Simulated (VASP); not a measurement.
Output of a VASP run:

### OSZICAR
```
       N       E                     dE             d eps       ncg     rms          rms(c)
DAV:   1    -0.422791609386E+01   -0.42279E+01   -0.95130E+03  1680   0.147E+03
DAV:   2    -0.659581486195E+02   -0.61730E+02   -0.57727E+02  2084   0.262E+02
DAV:   3    -0.680107913084E+02   -0.20526E+01   -0.20242E+01  2248   0.357E+01
DAV:   4    -0.680303870902E+02   -0.19596E-01   -0.19567E-01  2080   0.373E+00
DAV:   5    -0.680306235119E+02   -0.23642E-03   -0.23633E-03  2172   0.335E-01    0.550E+01
DAV:   6    -0.630279298287E+02    0.50027E+01   -0.46092E+00  2052   0.172E+01    0.376E+01
DAV:   7    -0.628050754273E+02    0.22285E+00   -0.13540E+00  2184   0.112E+01    0.526E+00
DAV:   8    -0.629802405146E+02   -0.17517E+00   -0.81301E-01  1864   0.112E+01    0.624E+00
DAV:   9    -0.629721971399E+02    0.80434E-02   -0.61959E-01  2060   0.754E+00    0.524E+00
DAV:  10    -0.630289608149E+02   -0.56764E-01   -0.55039E-02  2012   0.199E+00    0.131E+00
DAV:  11    -0.630370631124E+02   -0.81023E-02   -0.33089E-02  1920   0.178E+00    0.725E-01
DAV:  12    -0.630400556866E+02   -0.29926E-02   -0.22197E-03  2024   0.470E-01    0.200E-01
DAV:  13    -0.630410356534E+02   -0.97997E-03   -0.12391E-03  1980   0.369E-01    0.822E-02
DAV:  14    -0.630408536142E+02    0.18204E-03   -0.19275E-04  1940   0.163E-01    0.139E-01
DAV:  15    -0.630409653457E+02   -0.11173E-03   -0.33555E-05  1968   0.584E-02    0.829E-02
DAV:  16    -0.630410165688E+02   -0.51223E-04   -0.42299E-05  1980   0.655E-02    0.302E-03
DAV:  17    -0.630410170974E+02   -0.52858E-06   -0.19425E-06  2092   0.139E-02    0.335E-03
DAV:  18    -0.630410170566E+02    0.40783E-07   -0.43073E-08  1172   0.237E-03
   1 F= -.63041017E+02 E0= -.63040919E+02  d E =-.292977E-03
```

File OUTCAR:
```
------------------------ aborting loop because EDIFF is reached ----------------------------------------
  FORCE on cell =-STRESS in cart. coord.  units (eV):
  Direction    XX          YY          ZZ          XY          YZ          ZX
  --------------------------------------------------------------------------------------
  Total       -2.4405867     -2.4405871     -0.8952797      0.0000000      0.0000000      0.0000000
  in kB     -127.0517214   -127.0517430    -46.6063447      0.0000000      0.0000000      0.0000000
  external PRESSURE =    -100.2366030 kB  Pullay stress =       0.0000000 kB
  volume of cell :       30.78
      direct lattice vectors                 reciprocal lattice vectors
     1.597330410 -2.766657663  0.000000000     0.313022276 -0.180723480  0.000000000
     1.597330410  2.766657663  0.000000000     0.313022276  0.180723480  0.000000000
     0.000000000  0.000000000  3.482122837     0.000000000  0.000000000  0.287181138
 POSITION                                       TOTAL-FORCE (eV/Angst)
 -----------------------------------------------------------------------------------
      0.00000      0.00000      0.00000        -0.000000      0.000000      0.000000
      1.59733      0.92222      1.74106         0.000000      0.000000      0.000000
      1.59733     -0.92222      1.74106         0.000000      0.000000     -0.000000
 -----------------------------------------------------------------------------------
    total drift:                                0.000000      0.000000      0.000000
  FREE ENERGIE OF THE ION-ELECTRON SYSTEM (eV)
  ---------------------------------------------------
  free  energy   TOTEN  =       -63.0410170566 eV

  energy  without entropy=      -63.0407240798  energy(sigma->0) =      -63.04091940
```
(Selected blocks of OUTCAR.)

### POSCAR
```
HfB2
1
    1.5973304105    -2.7666576626     0.0000000000
    1.5973304105     2.7666576626     0.0000000000
    0.0000000000     0.0000000000     3.4821228369
Hf B
1 2
Direct
  0.0000000000   0.0000000000   0.0000000000
  0.3333330000   0.6666670000   0.5000000000
  0.6666670000   0.3333330000   0.5000000000
```

### Question
Reconstruct the remaining input files.

### Answer
One answer among several that fit: the input of the run itself, r2SCAN meta-GGA, plane waves, VASP's PBE PAW potentials (set 64).

INCAR:
```
ALGO = Normal
EDIFF = 1E-7
ENCUT = 600
ISIF = 2
ISMEAR = 1
LASPH = T
LCHARG = F
LMAXMIX = 6
LMIXTAU = T
LREAL = F
LWAVE = F
METAGGA = R2SCAN
NELM = 100
PREC = Accurate
SIGMA = 0.1
SYSTEM = HfB2
```

**KPOINTS**
```
Automatic mesh
0
Gamma
10 10 8
0 0 0
```

POTCAR, in this order: Hf_pv B (PBE.64 set). Program: vasp_std.

The compound is HfB2 in the AlB2 type structure. This cell was strained or had an atom moved on purpose.
